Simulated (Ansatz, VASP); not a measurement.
# Cross-check of Au (Au(110)) between VASP and Ansatz, part 2 of 2

Wanted: the spread between two codes on one cell, functional and k mesh.

VASP 6.6.1 and Ansatz 0.2.0.

So far: The structure; VASP: single point, PBEsol.

**3. Ansatz: single point, PBEsol**

Level of this step: Ansatz beside VASP: Kohn-Sham DFT, plane waves, PBEsol (Ansatz).

Ansatz runs on its default PAW (the set named soft_2) files.

The same cell, functional, mesh and smearing now go to Ansatz, which takes its cutoff from its data sets.

input.yaml reads:

```yaml
crystal:
  lattice:
    - [4.0819858084, 0.0, 0.0]
    - [0.0, 2.8863998458, 0.0]
    - [0.0, 0.0, 26.5455993833]
  atoms:
    - { symbol: Au, position: [0.0, 0.0, 0.2866073251] }
    - { symbol: Au, position: [0.5, 0.5, 0.333555373] }
    - { symbol: Au, position: [0.0, 0.0, 0.3925495838] }
    - { symbol: Au, position: [0.5, 0.5, 0.4451600512] }
    - { symbol: Au, position: [0.0, 0.0, 0.5] }
    - { symbol: Au, position: [0.5, 0.5, 0.5548399488] }
    - { symbol: Au, position: [0.0, 0.0, 0.6074504162] }
    - { symbol: Au, position: [0.5, 0.5, 0.666444627] }
    - { symbol: Au, position: [0.0, 0.0, 0.7133926749] }
hamiltonian:
  xc: pbesol
  pseudopotentials: { kind: paw }
kpoints:
  mp_grid: { grid: [7, 10, 1] }
scf:
  occupations: { method: methfessel_paxton, width: 0.15 }
  n_extra_bands: 6
efield:
  axis: 3
  dipole_correction: true
  ramp_width: 0.04
output:
  forces: true
  eigenvalues: true
  write_density: true
  write_potential: true
  elf: true
  volumetric_format: npy
```

Run with:

```sh
$ ansatz run input.yaml --threads 4 --pin off --max-ram 9216MiB --backend cpu --events-out ev --progress --plain --runs-dir out
```

Numbers of over 12 decimals in the logs are rounded to 6 here.

The program printed:

```text
scf.n_extra_bands = 6 over 86 filled bands (N_el = 171.0): the run solves 92 bands
Engine: ansatz 0.2.0, aarch64-unknown-linux-gnu
Pseudopotentials: kind: paw
Pseudopotential: Au, paw, valence charge 19, recommended cutoff 420 eV (normal), Au.paw.azcp
Functional definition: PBEsol
  exchange = pbesol_x
  correlation = pbesol_c
Crystal: 9 atoms, lattice volume = 312.767 Å³
Basis set: ecut = 420 eV, 6105 PW (Γ), exchange–correlation on 60×40×360 points (8 copies of the dense FFT grid, shifted against one another)
Bands: 92, of which v1, the nominal top of the filled ones, is band 86 counted from 1 (85 counted from 0)
Symmetry: 4 space group operations
k-points: 24 of 70
Non-local potential: Au, projectors of the file, l = 0: 3, l = 1: 2, l = 2: 2, l = 3: 1
PAW form: soft (Blöchl's): semilocal exchange-correlation on the pseudo side does not see the compensation charge
PAW frozen core: Au, regenerated for the run's functional, and the local potential with it (the file was generated under x = pbe(κ = 0.804, μ = 0.219515), c = pbe(β = 0.066725))
PAW one-centre angular grid: Au, 590 points (default); XC on 64 Gauss nodes
Initial density: superposition of atomic densities (neutral atoms: chi_scale 0, normalization atom), corrected by the library's trained network
Initial wavefunctions: pseudopotential atomic-orbital guess
Functional: x = pbesol(κ = 0.804, μ = 0.123457), c = pbesol(β = 0.046)
SCF iter   1: F=—  HF=-117062.085454 eV  |F-HF|=—  |Δ(HF+E_count)|=         —  Δρ=5.91e-3  dr2=9.18e-1  ethr=1.77e-3  p=0.000 e·Å  D=2.29e-13 V/Å  ΔV_dip=-0.00 eV  dr2_dipole=5.47e-7  V_vac-E_F(+/−)=4.55/4.55 eV  ⟨swp⟩=6.2  Hψ=8520  notcnv=0
efield: sawtooth ramp at fractional position 0.9800 (placed from the atoms, in the widest stretch of the axis that holds none; the zero of the levels goes with the place), width 0.0400; the density the first Hamiltonian is built on has a dipole p = 0.000 e·Å; the dipole correction subtracts the counter field D = 2.29e-13 V/Å, which shifts the + side's vacuum level by -0.00 eV against the − side's; the planar-averaged density in the ramp window peaks in size at 2.3e-5 e/Å³
preconditioner: auto → LDOS  [metal: Δε(μ)=0.045 eV  Ē_g=6.328 eV  σ=0.150 eV  W_gap=0.25  n_scr=72 (ndim 8)  ℏωp=20.9 eV  f_vac=0.474  D(μ)=3.13/eV (n_scr^D=10)  β→1.0]
SCF iter   2: F=—  HF=-117062.078512 eV  |F-HF|=—  |Δ(HF+E_count)|=   6.94e-3  S|Δr|=    0.00e0  Δρ=5.55e-3  dr2=2.25e-1  ethr=5.37e-4  p=0.000 e·Å  D=4.42e-5 V/Å  ΔV_dip=-0.00 eV  dr2_dipole=7.91e-7  V_vac-E_F(+/−)=5.36/5.37 eV  ⟨swp⟩=2.0  Hψ=3707  notcnv=0  defer=24
SCF iter   3: F=—  HF=-117062.038637 eV  |F-HF|=—  |Δ(HF+E_count)|=   3.99e-2  S|Δr|=    0.00e0  Δρ=9.13e-4  dr2=3.39e-3  ethr=1.32e-4  p=0.000 e·Å  D=3.03e-6 V/Å  ΔV_dip=-0.00 eV  dr2_dipole=5.85e-8  V_vac-E_F(+/−)=5.03/5.03 eV  ⟨swp⟩=2.0  Hψ=3094  notcnv=0  defer=24
SCF iter   4: F=—  HF=-117062.039275 eV  |F-HF|=—  |Δ(HF+E_count)|=   6.38e-4  S|Δr|=    0.00e0  Δρ=4.26e-4  dr2=9.37e-4  ethr=1.98e-6  p=0.000 e·Å  D=2.57e-6 V/Å  ΔV_dip=-0.00 eV  dr2_dipole=3.74e-9  V_vac-E_F(+/−)=5.06/5.06 eV  ⟨swp⟩=2.5  Hψ=4412  notcnv=0  defer=24
SCF iter   5: F=—  HF=-117062.039088 eV  |F-HF|=—  |Δ(HF+E_count)|=   1.87e-4  S|Δr|=    0.00e0  Δρ=1.05e-4  dr2=6.37e-5  ethr=5.48e-7  p=0.000 e·Å  D=4.20e-7 V/Å  ΔV_dip=-0.00 eV  dr2_dipole=9.24e-11  V_vac-E_F(+/−)=5.05/5.05 eV  ⟨swp⟩=2.1  Hψ=3359  notcnv=0  defer=24
SCF iter   6: F=—  HF=-117062.039083 eV  |F-HF|=—  |Δ(HF+E_count)|=   5.69e-6  S|Δr|=    0.00e0  Δρ=3.73e-5  dr2=6.51e-6  ethr=3.73e-8  p=0.000 e·Å  D=4.17e-8 V/Å  ΔV_dip=-0.00 eV  dr2_dipole=1.13e-11  V_vac-E_F(+/−)=5.05/5.05 eV  ⟨swp⟩=2.0  Hψ=3398  notcnv=0  defer=5
SCF iter   7: F=—  HF=-117062.039086 eV  |F-HF|=—  |Δ(HF+E_count)|=   3.36e-6  S|Δr|=    0.00e0  Δρ=8.28e-6  dr2=2.32e-7  ethr=3.81e-9  p=0.000 e·Å  D=2.73e-8 V/Å  ΔV_dip=-0.00 eV  dr2_dipole=2.79e-12  V_vac-E_F(+/−)=5.05/5.05 eV  ⟨swp⟩=2.0  Hψ=4199  notcnv=0  defer=5
SCF iter   8: F=-117062.039087 eV  HF=-117062.039086 eV  |F-HF|=3.21e-8  |Δ(HF+E_count)|=   4.51e-7  S|Δr|=    0.00e0  Δρ=2.01e-6  dr2=1.55e-8  ethr=5.85e-11  p=-0.000 e·Å  D=-4.63e-8 V/Å  ΔV_dip=0.00 eV  dr2_dipole=3.48e-13  V_vac-E_F(+/−)=5.05/5.05 eV  ⟨swp⟩=16.9  Hψ=19595  notcnv=0
SCF 1 converged in 8 iterations: F = -117062.039087 eV  dr2 = 1.55e-8
  greatest PAW one-centre occupation: 1.001 electrons in one spin orbital (limit 2), on the Au atom at site 3 (counted from 0), in its partial waves of l = 0
WARN: The output density's exchange-correlation potential varies sharply where the density is thin. Do not read a vacuum level from v_tot or v_xc, or from such a field of the output density. On a cell that repeats whose density bears no net charge and no dipole along the vacuum's axis use v_es (v_loc + v_h of the components); under efield.dipole_correction with no amplitude use v_es + v_field, which holds any externa [...]
SCF converged after 8 iterations
Stability not checked: this state was not tested for a lower state beside it, because cold or Methfessel-Paxton smearing, or corrected tetrahedra, fill the levels in a way that the test cannot read (fill_not_monotonic; see scf.lower_state_search)
Free energy (F): -117062.039087 eV
Harris-Foulkes:  -117062.039086 eV  (|F-HF|=3.21e-8)
Internal energy: -117062.043307 eV  (E = F + TS)
E sigma→0 (E₀):  -117062.040142 eV
Entropy (-TS):   0.004221 eV (0.469 meV/atom)
Fermi energy:    7.402106 eV
Step filling:    the computed levels leave a gap of 0.0738 eV = 0.5 smearing widths at the electron count; against every level under it full and every level over it empty, smearing changes F+E_penalty+E_count by +3.408 meV and its σ→0 estimate by +2.353 meV
Dipole field:    D = 0.000001 V/Å  (p = 0.000001 e·Å, saw-weighted, corrected)
Work function:   Φ+ = 5.0496 eV   Φ− = 5.0496 eV
Levels:          The Fermi level and band energies are counted from a zero that moves with the ramp; work functions are not
--- Per-component energies (eV) ---
  E_band       = -4088.948409
  E_kinetic    = 5440.840732
  E_local      = -278169.409273  (includes V_loc(G=0)·N_el)
  E_nonlocal   = 699.778485
  E_hartree    = 136840.751915
  E_xc         = -2035.978440
  E_vxc        = -2466.968180  (∫ρ·V_xc dr)
  E_paw        = -86092.679712  (= ΣΔE_a)
  E_vpaw       = -3274.692725  (= ΣTr[D̂ρ^β])
  E_aug_tail   = 0.012721  (compensation charges beyond the density's cutoff)
  E_efield     = 0.000000  (sawtooth field / dipole correction)
  E_vefield    = 0.000000  (∫n·V_field dr)
  E_ewald      = 106251.854953
  E_core_change = 2.785312  (= ΣΔE_core)
  E_smearing   = 0.004221  (= −TS)
  E_closure    = -0.000000  (closes the sum)
  Σ components = -117062.039087   (vs F -117062.039087, Δ=0.00e0)
--- Forces (eV/Å), atoms counted from 1 ---
  atom   1  Au     0.00000000     0.00000000    -0.00676161
  atom   2  Au     0.00000000     0.00000000     0.01694051
  atom   3  Au     0.00000000     0.00000000     0.02541876
  atom   4  Au     0.00000000     0.00000000     0.01776402
  atom   5  Au     0.00000000     0.00000000     0.00000001
  atom   6  Au     0.00000000     0.00000000    -0.01776409
  atom   7  Au     0.00000000     0.00000000    -0.02541871
  atom   8  Au     0.00000000     0.00000000    -0.01694047
  atom   9  Au     0.00000000     0.00000000     0.00676182
  max |Σ_I F_I| component: 2.38e-7 eV/Å
--- Band table (eV; the first three rows and the last of 24) ---
  k-point 0: bands = [... 82 lower, 5.5435, 5.8590, 5.9113, 6.4838, 7.6373, 9.0803, 9.5145, 10.6190, ... 2 higher]
  k-point 1: bands = [... 82 lower, 5.5814, 5.7257, 5.8992, 6.5898, 7.8379, 9.7365, 9.8251, 11.1049, ... 2 higher]
  k-point 2: bands = [... 82 lower, 5.6510, 5.7944, 5.8766, 6.8886, 8.3933, 10.3251, 11.4267, 11.8546, ... 2 higher]
  k-point 23: bands = [... 82 lower, 7.2644, 8.4773, 8.6169, 9.9357, 9.9808, 10.7139, 10.7343, 10.7718, ... 2 higher]
```

Run time: 30 s. Hardware: 4 threads of Arm Neoverse V1, shared host; peak memory 1.1 GiB.

**4. Differences**

Known differences besides the PAW data sets themselves: the data sets hold 171 valence electrons in Ansatz (default PAW (the set named soft_2) files) and 99 in VASP; the cutoff is 420 eV in Ansatz and 320 eV in VASP (PREC = Normal); Ansatz makes its cores anew for this functional, VASP keeps those of its PBE data sets. Total energies have different zeros and are not compared.

The two programs side by side:

```
                                   quantity  Ansatz  VASP  difference
 work function, lower of the two faces (eV)    5.05  5.06       -0.01
work function, higher of the two faces (eV)    5.05  5.06       -0.01
```

At this near-relaxed geometry the largest component of a force difference is 11 meV/Å.

**5. Summary of results**

```yaml
difference_in_work_function_lower_of_the_two_faces_single_point_pbesol: -0.013 eV
```

The difference in work function, lower of the two faces is -0.013 eV (single point, PBEsol). Differences of this kind measure data sets and numerical settings, not the functional's error against experiment.

[Lines on the potential files, build, host, timing and source positions are cut from VASP's logs without a mark.]

[Logs are printed without paths, hosts, clocks, repeated set-up lines and the standing remarks that a program may print on its own settings, such as how far it seeks lower states.]

[Hosts, paths, dates, database ids (printed as entryN), source tags and the programs' standing remarks are cut or masked in the printed files.]
